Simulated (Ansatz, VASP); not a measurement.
**AlAsN2 (CuAu-ordered zincblende type (invented)): VASP beside Ansatz**

Aim: how closely do two programs agree when they are given the same cell, functional and k mesh? The cell is generated by rule, not measured, and may not be a known phase. Of the first pair: The two relaxations start from unlike cells of this crystal (the structure described is Ansatz's start), so only their ends are compared.

Main program and level: Ansatz 0.2.0; plane waves, with VASP 6.6.1 beside it; relaxation of cell and atoms at PBEsol.

### 1. The structure

Symmetry: P-4m2, No. 115, tetragonal system. Conventional cell: a = 3.107 Å, b = 3.107 Å, c = 4.394 Å, α = 90.00°, β = 90.00°, γ = 90.00°. Nearest to Al lie 4 N at 1.90 Å. Nearest to As lie 4 N at 1.90 Å. N has 2 Al at 1.90 Å and 2 As at 1.90 Å nearest. Farther neighbours and most contacts between anions are not listed.

### 2. Ansatz: relaxation of cell and atoms, PBEsol, pair 1

Ansatz runs on its default PAW (the set named soft_2) files.

The relaxed volume is the usual yardstick between codes: in a stiff, nearly cubic crystal its relative difference is about their pressure difference at one cell divided by the bulk modulus.

Input file input.yaml:

```yaml
crystal:
  lattice:
    - [3.10701, 0.0, 0.0]
    - [0.0, 3.10701, 0.0]
    - [0.0, 0.0, 4.39398]
  atoms:
    - { symbol: Al, position: [0.0, 0.0, 0.0] }
    - { symbol: As, position: [0.5, 0.5, 0.5] }
    - { symbol: "N", position: [0.0, 0.5, 0.25] }
    - { symbol: "N", position: [0.5, 0.0, 0.75] }
kpoints:
  mp_grid: { grid: [6, 6, 4] }
hamiltonian:
  xc: pbesol
scf:
  occupations: { method: gaussian, width: 0.1 }
output:
  forces: true
  stress: true
  eigenvalues: true
relax:
  adjacent_minimum: "off"
  f_tol: 0.05
  max_steps: 80
  cell: { stress_tol: 0.5 }
```

Launch:

```
ansatz run input.yaml --threads 2 --pin off --max-ram 5120MiB --backend cpu --events-out ev --progress --plain --runs-dir out
```

Numbers of over 12 decimals in the logs are rounded to 6 here.

The log of the run:

```text
The last accepted step is kept in <dir> (removed where the run ends without a failure and the disk answers)
Engine: ansatz 0.2.0, aarch64-unknown-linux-gnu
Pseudopotentials: kind: paw
Pseudopotential: Al, paw, valence charge 3, recommended cutoff 420 eV (normal), Al.paw.azcp
Pseudopotential: As, paw, valence charge 15, recommended cutoff 420 eV (normal), As.paw.azcp
Pseudopotential: N, paw, valence charge 5, recommended cutoff 420 eV (normal), N.paw.azcp
Functional definition: PBEsol
  exchange = pbesol_x
  correlation = pbesol_c
Crystal: 4 atoms, lattice volume = 42.417 Å³
Basis set: ecut = 420 eV, 823 PW (Γ), exchange–correlation on 48×48×60 points (8 copies of the dense FFT grid, shifted against one another)
Bands: 18, of which v1, the nominal top of the filled ones, is band 14 counted from 1 (13 counted from 0)
Symmetry: 8 space group operations
Space group: P-4m2 (ITA 115), of the structure as read, at distance tolerance 3.5e-5 Å
k-points: 30 of 144 (time reversal used)
Non-local potential: Al, projectors of the file, l = 0: 2, l = 1: 2, l = 2: 1
Non-local potential: As, projectors of the file, l = 0: 2, l = 1: 2, l = 2: 3, l = 3: 1
Non-local potential: N, projectors of the file, l = 0: 2, l = 1: 2, l = 2: 1
PAW form: soft (Blöchl's): semilocal exchange-correlation on the pseudo side does not see the compensation charge
PAW frozen core: Al, regenerated for the run's functional, and the local potential with it (the file was generated under x = pbe(κ = 0.804, μ = 0.219515), c = pbe(β = 0.066725))
PAW frozen core: As, regenerated for the run's functional, and the local potential with it (the file was generated under x = pbe(κ = 0.804, μ = 0.219515), c = pbe(β = 0.066725))
PAW frozen core: N, regenerated for the run's functional, and the local potential with it (the file was generated under x = pbe(κ = 0.804, μ = 0.219515), c = pbe(β = 0.066725))
PAW one-centre angular grid: Al, 110 points (default); XC on 64 Gauss nodes
PAW one-centre angular grid: As, 590 points (default); XC on 64 Gauss nodes
PAW one-centre angular grid: N, 110 points (default); XC on 64 Gauss nodes
Initial density: superposition of atomic densities (neutral atoms: chi_scale 0, normalization atom), corrected by the library's trained network
Initial wavefunctions: pseudopotential atomic-orbital guess
Functional: x = pbesol(κ = 0.804, μ = 0.123457), c = pbesol(β = 0.046)
SCF iter   1: F=—  HF=-6093.778266 eV  |F-HF|=—  |Δ(HF+E_count)|=         —  Δρ=2.43e-2  dr2=3.02e-1  ethr=1.77e-3  ⟨swp⟩=5.0  Hψ=2735  notcnv=0
preconditioner: auto → Kerker (q_TF=auto, 2.546 Å⁻¹)  [metal: Δε(μ)=0.033 eV  Ē_g=12.616 eV  σ=0.100 eV  W_gap=0.18  n_scr=14 (ndim 8)  ℏωp=24.2 eV  f_vac=0.000  D(μ)=2.51/eV (n_scr^D=28)]
SCF iter   2: F=—  HF=-6093.706266 eV  |F-HF|=—  |Δ(HF+E_count)|=   7.20e-2  Δρ=7.70e-3  dr2=3.70e-2  ethr=1.08e-3  ⟨swp⟩=2.2  Hψ=931  notcnv=0  defer=4
SCF iter   3: F=—  HF=-6093.700172 eV  |F-HF|=—  |Δ(HF+E_count)|=   6.09e-3  Δρ=3.68e-3  dr2=7.32e-3  ethr=1.32e-4  ⟨swp⟩=1.9  Hψ=705  notcnv=0  defer=4
SCF iter   4: F=—  HF=-6093.698948 eV  |F-HF|=—  |Δ(HF+E_count)|=   1.22e-3  Δρ=5.97e-4  dr2=1.96e-4  ethr=2.62e-5  ⟨swp⟩=2.9  Hψ=987  notcnv=0  defer=4
SCF iter   5: F=—  HF=-6093.698846 eV  |F-HF|=—  |Δ(HF+E_count)|=   1.02e-4  Δρ=3.12e-4  dr2=3.43e-5  ethr=7.01e-7  ⟨swp⟩=2.0  Hψ=954  notcnv=0  defer=4
SCF iter   6: F=—  HF=-6093.698829 eV  |F-HF|=—  |Δ(HF+E_count)|=   1.69e-5  Δρ=6.69e-5  dr2=2.76e-6  ethr=1.22e-7  ⟨swp⟩=2.3  Hψ=805  notcnv=0  defer=4
SCF iter   7: F=—  HF=-6093.698829 eV  |F-HF|=—  |Δ(HF+E_count)|=   4.28e-7  Δρ=1.85e-5  dr2=2.22e-7  ethr=9.84e-9  ⟨swp⟩=2.6  Hψ=978  notcnv=0  defer=4
SCF iter   8: F=-6093.698829 eV  HF=-6093.698829 eV  |F-HF|=1.46e-9  |Δ(HF+E_count)|=   5.14e-8  Δρ=3.82e-6  dr2=7.98e-9  ethr=3.57e-10  ⟨swp⟩=4.8  Hψ=1900  notcnv=0
SCF 1 converged in 8 iterations: F = -6093.698829 eV  dr2 = 7.98e-9
  greatest PAW one-centre occupation: 1.000 electrons in one spin orbital (limit 2), on the As atom at site 1 (counted from 0), in its partial waves of l = 2
relax step   1: F+E_penalty+E_count = -6093.69882885 eV  Δ(F+E_penalty+E_count) = +0.000e0 eV  max|allowed force component| = 1.601e0 eV/Å  Δτ_max = 0.0000 Å  P = +30.452 GPa  Ω = 42.417 Å³  (8 SCF iters, dr2 threshold 1.00e-7 eV, accepted)
[...]
relax step   6: F+E_penalty+E_count = -6094.69098250 eV  Δ(F+E_penalty+E_count) = -1.774e-3 eV  max|allowed force component| = 3.230e-2 eV/Å  Δτ_max = 0.0024 Å  P = +0.176 GPa  Ω = 50.080 Å³  energy of the carried Pulay correction = -2.169e-2 eV  (6 SCF iters, dr2 threshold 4.00e-7 eV, accepted)
[...]
relax step   7: F+E_penalty+E_count = -6094.73867025 eV  Δ(F+E_penalty+E_count) = -4.769e-2 eV  max|allowed force component| = 3.945e-2 eV/Å  Δτ_max = 0.0000 Å  P = +1.425 GPa  Ω = 50.080 Å³  stress off target by 1.47e0 GPa  SCF on the basis re-selected at this cell (its energy is not comparable with the rows above)  (6 SCF iters)
[...]
relax step   8: F+E_penalty+E_count = -6094.73971802 eV  Δ(F+E_penalty+E_count) = -1.048e-3 eV  max|allowed force component| = 1.692e-3 eV/Å  Δτ_max = 0.0017 Å  P = +0.126 GPa  Ω = 50.506 Å³  energy of the carried Pulay correction = -1.092e-3 eV  (6 SCF iters, dr2 threshold 4.00e-7 eV, accepted)
[...]
relax step   9: F+E_penalty+E_count = -6094.74076018 eV  Δ(F+E_penalty+E_count) = -1.042e-3 eV  max|allowed force component| = 1.645e-3 eV/Å  Δτ_max = 0.0000 Å  P = +0.134 GPa  Ω = 50.506 Å³  stress off target by 1.44e-1 GPa  SCF on the basis re-selected at this cell (its energy is not comparable with the rows above)  (4 SCF iters)
basis re-selected at this cell: Δ(F+E_penalty+E_count) = -1.042e-3 eV, ΔP = +0.008 GPa vs the last step (what re-selecting the basis moved, of the pressure what is left beyond the Pulay correction that the steps carried, after the strain that the cell walked since its last selection, with what the two solves' SCF thresholds leave and, on support functions, any second-order correction that the steps lacked; it is no m [...]
SCF converged after 4 iterations
Free energy (F): -6094.740760 eV
Harris-Foulkes:  -6094.740760 eV  (|F-HF|=1.89e-10)
Internal energy: -6094.734756 eV  (E = F + TS)
E sigma→0 (E₀):  -6094.737758 eV
Entropy (-TS):   -0.006004 eV (-1.501 meV/atom)
Fermi energy:    10.065824 eV
--- Per-component energies (eV) ---
  E_band       = -228.138093
  E_kinetic    = 385.482413
  E_local      = -2319.520043  (includes V_loc(G=0)·N_el)
  E_nonlocal   = -566.366846
  E_hartree    = 1170.188110
  E_xc         = -237.554567
  E_vxc        = -260.763458  (∫ρ·V_xc dr)
  E_paw        = -2490.256940  (= ΣΔE_a)
  E_vpaw       = 192.653657  (= ΣTr[D̂ρ^β])
  E_aug_tail   = 0.000179  (compensation charges beyond the density's cutoff)
  E_ewald      = -2037.748827
  E_core_change = 1.041765  (= ΣΔE_core)
  E_smearing   = -0.006004  (= −TS)
  E_closure    = -0.000000  (closes the sum)
  Σ components = -6094.740760   (vs F -6094.740760, Δ=0.00e0)
--- Forces (eV/Å), atoms counted from 1 ---
  atom   1  Al     0.00000000     0.00000000     0.00000000
  atom   2  As    -0.00000000     0.00000000    -0.00000000
  atom   3  N      0.00000000     0.00000000     0.00164544
  atom   4  N      0.00000000     0.00000000    -0.00164544
  max |Σ_I F_I| component: 1.53e-15 eV/Å
--- Stress (GPa, compression-positive) ---
        0.144107       0.000000      -0.000000
        0.000000       0.144107       0.000000
       -0.000000       0.000000       0.112441
  P = ⅓ Tr σ = 0.1336 GPa (1.336 kbar)
--- Band table (eV; the first three rows and the last of 30) ---
  k-point 0: bands = [... 10 lower, 6.2158, 7.0982, 7.0982, 7.5865, 10.0692, 12.8350, 13.2441, 13.2441]
  k-point 1: bands = [... 10 lower, 5.3741, 6.6623, 6.6623, 8.4124, 10.4554, 13.0455, 13.5261, 13.5261]
  k-point 2: bands = [... 10 lower, 5.7026, 5.8898, 5.8898, 9.8368, 9.8659, 13.2403, 13.7977, 13.7977]
  k-point 29: bands = [... 10 lower, 3.7998, 3.7998, 4.5828, 10.8152, 11.7882, 11.7882, 15.6460, 15.6460]
--- Relaxed structure (7 steps of the walk, 7 accepted, 2 SCFs on fresh bases) ---
  F+E_penalty+E_count = -6094.74076018 eV   max|allowed force component| = 1.645e-3 eV/Å   (the final SCF, on the basis selected at the relaxed cell)
  cell:  # Å, volume = 50.5063 Å³
    - [3.289231, 0, 0]
    - [0, 3.289231, 0.0]
    - [0, 0.0, 4.668278]
  atoms:
    - { symbol: Al, position: [0, 0, 0.0] }
    - { symbol: As, position: [0.5, 0.5, 0.500000] }
    - { symbol: N, position: [0, 0.5, 0.210233] }
    - { symbol: N, position: [0.5, 0, 0.789767] }
```

### 3. VASP: relaxation of cell and atoms, PBEsol, pair 1

Its own start cell and the same functional, mesh and smearing now go to VASP, with its own data sets.

Lines of VASP's logs that name or quote its potential files are left out, and so is its time.

Input file INCAR:

```
SYSTEM = AlAsN2
PREC = Accurate
ENCUT = 600
EDIFF = 1E-07
NELM = 120
ISMEAR = 0
SIGMA = 0.1
LREAL = .FALSE.
ALGO = Normal
GGA = PS
NBANDS = 15
LORBIT = 11
LWAVE = .FALSE.
LCHARG = .FALSE.
ISIF = 3
IBRION = 2
NSW = 80
EDIFFG = -0.005
LASPH = .TRUE.
GGA_COMPAT = .FALSE.
NELMIN = 4
```

Input file POSCAR:

```
AlAsN2
1.0
    3.2887321631      0.0000000000      0.0000000000
    0.0000000000      3.2887321631      0.0000000000
    0.0000000000      0.0000000000      4.6805422098
Al As N
1 1 2
Direct
    0.0000000000      0.0000000000      0.0000000000
    0.5000000000      0.5000000000      0.5000000000
    0.0000000000      0.5000000000      0.2096506422
    0.5000000000      0.0000000000      0.7903493578
```

Input file KPOINTS:

```
Automatic mesh
0
Gamma
6 6 4
0 0 0
```

The projector-augmented-wave data sets are Al, As and N (PBE family, release 64).

Launch:

```
mpirun -np 1 vasp_std
```

The log of the run:

```text
[banner, memory and clock lines left out]
running    1 mpi-ranks, on    1 nodes
 distrk:  each k-point on    1 cores,    1 groups
 distr:  one band on    1 cores,    1 groups

 POSCAR found type information on POSCAR AlAsN
 POSCAR found :  3 types and       4 ions
|                                                                             |
|               ----> ADVICE to this user running VASP <----                  |
|                                                                             |
|     You enforced a specific xc type in the INCAR file but a different       |
|     [... a line on the potential file left out ...]
|     I HOPE YOU KNOW WHAT YOU ARE DOING!                                     |
|                                                                             |

 LDA part: xc-table for (Slater+PW92), standard interpolation
 POSCAR, INCAR and KPOINTS ok, starting setup
 FFT: planning ... GRIDC
 FFT: planning ... GRID_SOFT
 FFT: planning ... GRID
 WAVECAR not read
 entering main loop
       N       E                     dE             d eps       ncg     rms          rms(c)
DAV:   1     0.686554473865E+02    0.68655E+02   -0.90372E+03   900   0.117E+03
DAV:   2    -0.254352218856E+02   -0.94091E+02   -0.88299E+02  1233   0.232E+02
DAV:   3    -0.310306869112E+02   -0.55955E+01   -0.55676E+01  1173   0.607E+01
DAV:   4    -0.310753521823E+02   -0.44665E-01   -0.44648E-01  1068   0.569E+00
DAV:   5    -0.310758779743E+02   -0.52579E-03   -0.52576E-03  1194   0.609E-01    0.124E+01
DAV:   6    -0.268075997056E+02    0.42683E+01   -0.16120E+01  1166   0.312E+01    0.525E+00
DAV:   7    -0.267196318533E+02    0.87968E-01   -0.16357E+00   970   0.956E+00    0.372E+00
DAV:   8    -0.266947824424E+02    0.24849E-01   -0.41827E-01  1145   0.465E+00    0.103E+00
DAV:   9    -0.266732703946E+02    0.21512E-01   -0.61130E-02  1159   0.175E+00    0.403E-01
DAV:  10    -0.266729759814E+02    0.29441E-03   -0.77899E-03   991   0.681E-01    0.104E-01
DAV:  11    -0.266730279272E+02   -0.51946E-04   -0.91296E-04  1215   0.211E-01    0.416E-02
DAV:  12    -0.266730079626E+02    0.19965E-04   -0.15077E-04  1096   0.881E-02    0.107E-02
DAV:  13    -0.266730087943E+02   -0.83175E-06   -0.90128E-06  1026   0.230E-02    0.428E-03
DAV:  14    -0.266730087349E+02    0.59380E-07   -0.13954E-06  1180   0.880E-03    0.315E-03
DAV:  15    -0.266730085825E+02    0.15249E-06   -0.52086E-07  1068   0.554E-03    0.318E-04
DAV:  16    -0.266730085781E+02    0.43383E-08   -0.47169E-08   555   0.166E-03
   1 F= -.26673009E+02 E0= -.26669959E+02  d E =-.266730E+02
 curvature:   0.00 expect dE= 0.000E+00 dE for cont linesearch  0.000E+00
 trial: gam= 0.00000 g(F)=  0.210E-05 g(S)=  0.378E-04 ort = 0.000E+00 (trialstep = 0.100E+01)
 search vector abs. value=  0.399E-04
 bond charge predicted
       N       E                     dE             d eps       ncg     rms          rms(c)
DAV:   1    -0.266730913912E+02   -0.82809E-04   -0.19534E-03  1019   0.341E-01    0.582E-02
DAV:   2    -0.266730244902E+02    0.66901E-04   -0.27181E-04  1047   0.115E-01    0.157E-02
DAV:   3    -0.266730180898E+02    0.64004E-05   -0.16756E-05  1068   0.369E-02    0.774E-03
DAV:   4    -0.266730168812E+02    0.12086E-05   -0.49311E-06  1005   0.130E-02    0.386E-03
DAV:   5    -0.266730168516E+02    0.29645E-07   -0.36510E-07  1075   0.486E-03
   2 F= -.26673017E+02 E0= -.26669993E+02  d E =-.827346E-05
 trial-energy change:   -0.000008  1 .order   -0.000007   -0.000040    0.000026
 step:   0.6333(harm=  0.6082)  dis= 0.00014  next Energy=   -26.673022 (dE=-0.129E-04)
 bond charge predicted
       N       E                     dE             d eps       ncg     rms          rms(c)
DAV:   1    -0.266730320898E+02   -0.15209E-04   -0.26272E-04  1019   0.125E-01    0.215E-02
DAV:   2    -0.266730227159E+02    0.93739E-05   -0.36862E-05  1047   0.425E-02    0.592E-03
DAV:   3    -0.266730218651E+02    0.85086E-06   -0.22857E-06  1082   0.137E-02    0.287E-03
DAV:   4    -0.266730215805E+02    0.28461E-06   -0.66772E-07  1019   0.480E-03    0.138E-03
DAV:   5    -0.266730215258E+02    0.54678E-07   -0.46104E-08   506   0.178E-03
   3 F= -.26673022E+02 E0= -.26669989E+02  d E =-.129477E-04
 curvature:  -0.30 expect dE=-0.165E-06 dE for cont linesearch -0.137E-07
 trial: gam= 0.04730 g(F)=  0.241E-06 g(S)=  0.303E-06 ort =-0.134E-05 (trialstep = 0.927E+00)
 search vector abs. value=  0.506E-06
 reached required accuracy - stopping structural energy minimisation
```

OUTCAR, selected parts (step 3):

```text
ion  position               nearest neighbor table
   1  0.000  0.000  0.000-   3 1.91   4 1.91   3 1.91   4 1.91
   2  0.500  0.500  0.500-   3 2.13   4 2.13   4 2.13   3 2.13
   3  0.000  0.500  0.210-   1 1.91   1 1.91   2 2.13   2 2.13
   4  0.500  0.000  0.790-   1 1.91   1 1.91   2 2.13   2 2.13

  LATTYP: Found a simple tetragonal cell.
 ALAT       =     3.2887321631
 C/A-ratio  =     1.4232056542

 Subroutine GETGRP returns: Found  8 space group operations
 (whereof  8 operations were pure point group operations)

The static configuration has the point symmetry D_2d.

 Found     30 irreducible k-points:

   k-points           NKPTS =     30   k-points in BZ     NKDIM =     30   number of bands    NBANDS=     15

   dimension x,y,z NGX =    28 NGY =   28 NGZ =   40
   dimension x,y,z NGXF=    56 NGYF=   56 NGZF=   80

   ENCUT  =  600.0 eV  44.10 Ry    6.64 a.u.   6.57  6.57  9.35*2*pi/ulx,y,z

   NELECT =      18.0000    total number of electrons

 k-points in reciprocal lattice and weights: Automatic mesh
   0.00000000  0.00000000  0.00000000       0.007
   0.16666667  0.00000000  0.00000000       0.028
   0.33333333  0.00000000  0.00000000       0.028
   0.50000000  0.00000000  0.00000000       0.014
   0.16666667  0.16666667  0.00000000       0.028
   0.33333333  0.16666667  0.00000000       0.056
   0.50000000  0.16666667  0.00000000       0.028
   0.33333333  0.33333333  0.00000000       0.028
   0.50000000  0.33333333  0.00000000       0.028
[...]
0.50000000  0.33333333  0.50000000       0.028
   0.50000000  0.50000000  0.50000000       0.007

 average (electrostatic) potential at core
       1 -73.1459       2 -49.0577       3 -62.2491       4 -62.2491

 E-fermi :   6.9419

 k-point     1 :       0.0000    0.0000    0.0000
  band No.  band energies     occupation
    ...
      6       3.0899      2.00000
      7       3.9996      2.00000
      8       3.9996      2.00000
      9       4.4810      2.00000
     10       6.9806      0.58422
     11       9.7482      0.00000
     12      10.1078      0.00000
     13      10.1078      0.00000
     14      12.1436      0.00000
     15      14.9548      0.00000

 k-point     2 :       0.1667    0.0000    0.0000
  band No.  band energies     occupation
    ...
      5       1.9491      2.00000
      6       2.4006      2.00000
      7       2.9879      2.00000
      8       3.9376      2.00000
      9       5.7463      2.00000
     10       7.5293      0.00000
     11       9.3123      0.00000
     12      10.1992      0.00000
     13      11.3081      0.00000
     14      12.5993      0.00000
    ...

 k-point     3 :       0.3333    0.0000    0.0000
  band No.  band energies     occupation
    ...
      5       0.8328      2.00000
      6       1.9870      2.00000
      7       2.4715      2.00000
      8       3.6789      2.00000
      9       6.6423      1.99998
     10       8.3007      0.00000
     11       9.4930      0.00000
     12      10.3773      0.00000
     13      11.6600      0.00000
     14      14.0201      0.00000
    ...

  Total        0.0034243      0.0034243     -0.0012865      0.0000000     -0.0000000      0.0000000
  in kB        0.1084545      0.1084545     -0.0407475      0.0000000     -0.0000000      0.0000000
  external PRESSURE =       0.0587205 kB  Pullay stress =       0.0000000 kB

  energy-cutoff  :      600.00
  volume of cell :       50.59
      direct lattice vectors                 reciprocal lattice vectors
     3.287946133  0.000000000  0.000000000     0.304141236  0.000000000  0.000000000
     0.000000000  3.287946133  0.000000000     0.000000000  0.304141236 -0.000000000
     0.000000000  0.000000000  4.679317792     0.000000000 -0.000000000  0.213706366

 POSITION                                       TOTAL-FORCE (eV/Angst)
 -----------------------------------------------------------------------------------
      0.00000      0.00000      0.00000        -0.000000      0.000000      0.000000
      1.64397      1.64397      2.33966         0.000000      0.000000      0.000000
      0.00000      1.64397      0.98088        -0.000000     -0.000000     -0.001580
      1.64397      0.00000      3.69844        -0.000000      0.000000      0.001580
 -----------------------------------------------------------------------------------
    total drift:                                0.000000      0.000000      0.000000

  FREE ENERGIE OF THE ION-ELECTRON SYSTEM (eV)
  ---------------------------------------------------
  free  energy   TOTEN  =       -26.6730215258 eV

  energy  without entropy=      -26.6669561235  energy(sigma->0) =      -26.66998882

 reached required accuracy - stopping structural energy minimisation

 total charge
# of ion       s       p       d       tot
------------------------------------------
    1        0.357   0.415   0.000   0.772
    2        1.416   1.097   0.095   2.608
    3        1.270   2.405   0.000   3.675
    4        1.270   2.405   0.000   3.675
--------------------------------------------------
tot          4.312   6.323   0.095  10.730

[... 3 further parts left out ...]
```

### 4. Comparison

Known differences besides the potentials themselves: the data sets hold 28 valence electrons in Ansatz (on its default PAW (the set named soft_2) files) and 18 in VASP; the cutoff is 420 eV in Ansatz and 600 eV in VASP; Ansatz makes its cores anew for this functional, VASP keeps those of its PBE data sets; Ansatz adds a Pulay correction to the stress that steers its cell, VASP none. Total energies have different zeros and are not compared.

Both answers:

```csv
quantity,Ansatz,VASP,difference
volume (Å³),50.51,50.59,-0.16 %
"edge a after relaxation, in the typed setting (Å)",3.289,3.288,+0.04 %
"edge c after relaxation, in the typed setting (Å)",4.668,4.679,-0.24 %
```

(Continued in part 2 of 2.)

[Lines on the potential files, build, host, timing and source positions are cut from VASP's logs without a mark.]

[Logs are printed without paths, hosts, clocks, repeated set-up lines and the standing remarks that a program may print on its own settings, such as how far it seeks lower states.]

[Hosts, paths, dates, database ids (printed as entryN), source tags and the programs' standing remarks are cut or masked in the printed files.]
